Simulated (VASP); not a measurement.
VASP input:

File POSCAR:
```
TaTe
1
    3.4197480000     0.0000000000     0.0000000000
    0.0000000000     3.4197480000     0.0000000000
    0.0000000000     0.0000000000     3.4197480000
Ta Te
1 1
Direct
  0.0000000000   0.0000000000   0.0000000000
  0.5000000000   0.5000000000   0.5000000000
```

KPOINTS:
```
Automatic mesh
0
Gamma
6 6 6
0 0 0
```

**INCAR**
```
SYSTEM = TaTe
PREC = Accurate
ENCUT = 400
EDIFF = 1E-6
NELM = 100
ALGO = Normal
LREAL = .FALSE.
LASPH = .TRUE.
ISMEAR = 0
SIGMA = 0.05
GGA = PE
LMAXMIX = 6
LWAVE = .FALSE.
LCHARG = .FALSE.
ISIF = 2
ISPIN = 2
MAGMOM = 1.0 1.0 1.0
```

POTCAR, in this order: Ta_pv Te (PBE.64 set). Program: vasp_std.

Q: One choice in this input is risky. Which, and does it do harm here?

A: The risk: MAGMOM holds more values than there are atoms. Here it does no harm: the run (PBE GGA, plane waves, VASP's PBE PAW potentials (set 64)) converges to the same energy and pressure as with the safe setting.
### OSZICAR
```
       N       E                     dE             d eps       ncg     rms          rms(c)
DAV:   1     0.805640636925E+02    0.80564E+02   -0.72775E+03  1040   0.949E+02
DAV:   2    -0.120170069670E+02   -0.92581E+02   -0.88578E+02  1265   0.252E+02
DAV:   3    -0.147861165956E+02   -0.27691E+01   -0.26966E+01  1369   0.397E+01
DAV:   4    -0.148191677039E+02   -0.33051E-01   -0.33003E-01  1110   0.452E+00
DAV:   5    -0.148196857503E+02   -0.51805E-03   -0.51797E-03  1290   0.584E-01    0.133E+01
DAV:   6    -0.145815703706E+02    0.23812E+00   -0.10237E+00  1180   0.867E+00    0.635E+00
DAV:   7    -0.145401390787E+02    0.41431E-01   -0.13011E-01  1193   0.282E+00    0.283E+00
DAV:   8    -0.145339938880E+02    0.61452E-02   -0.20284E-02  1120   0.109E+00    0.125E+00
DAV:   9    -0.145317987553E+02    0.21951E-02   -0.18774E-03  1215   0.316E-01    0.307E-01
DAV:  10    -0.145319233322E+02   -0.12458E-03   -0.14501E-04  1150   0.125E-01    0.181E-01
DAV:  11    -0.145320181409E+02   -0.94809E-04   -0.19291E-04  1121   0.126E-01    0.741E-02
DAV:  12    -0.145320600430E+02   -0.41902E-04   -0.49561E-05  1223   0.537E-02    0.316E-02
DAV:  13    -0.145320764229E+02   -0.16380E-04   -0.10578E-05  1159   0.215E-02    0.251E-02
DAV:  14    -0.145320895613E+02   -0.13138E-04   -0.97017E-05  1141   0.764E-02    0.157E-02
DAV:  15    -0.145320911445E+02   -0.15832E-05   -0.56625E-06  1130   0.190E-02    0.879E-03
DAV:  16    -0.145320941116E+02   -0.29671E-05   -0.36467E-06  1096   0.136E-02    0.289E-03
DAV:  17    -0.145320943302E+02   -0.21854E-06   -0.66144E-07   555   0.605E-03
   1 F= -.14532094E+02 E0= -.14530292E+02  d E =-.360448E-02  mag=     0.4602
```

The structure was generated: TaTe was put into the CsCl type (Pm-3m), which need not be its known phase. The cell was not relaxed at this level.
